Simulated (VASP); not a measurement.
HfO$_{2}$ is modelled in the cubic space group Fm-3m (No. 225), the fluorite structure, Pearson symbol cF12. Lattice parameters: a = b = c = 5.051 Å, α = β = γ = 90.00°. Hf on 4a is surrounded by 8 O at 2.187 Å (cubic). O on 8c sees 4 Hf at 2.187 Å (tetrahedral). (Neighbours: up to the widest gap in distance over summed covalent radii, below 1.35, at either atom; cation-cation and far metal-metal contacts left out.)
(The calculation used a cell of 3 atoms; values per cell refer to that cell.)

Method: rev-vdW-DF2, VASP's PBE PAW potentials (set 64) (plane waves; VASP). Numerical set-up: 520 eV cut-off, 8×8×8 Γ-centred mesh, Gaussian smearing of 0.050 eV, potentials Hf_pv O.

Question: Give the energy at these volumes per atom, relative to the lowest: 10.08, 10.41, 10.73, 11.05, 11.37 Å³.

Answer: 36.2, 8.8, 0.0, 7.1, 27.7 meV/atom. A third-order Birch-Murnaghan fit gives B0 = 262 GPa and B0′ = 4.3.

The compound is HfO2 in the fluorite structure, the high-temperature cubic form, which is unstable at 0 K; the monoclinic form is the stable one. It was relaxed first.
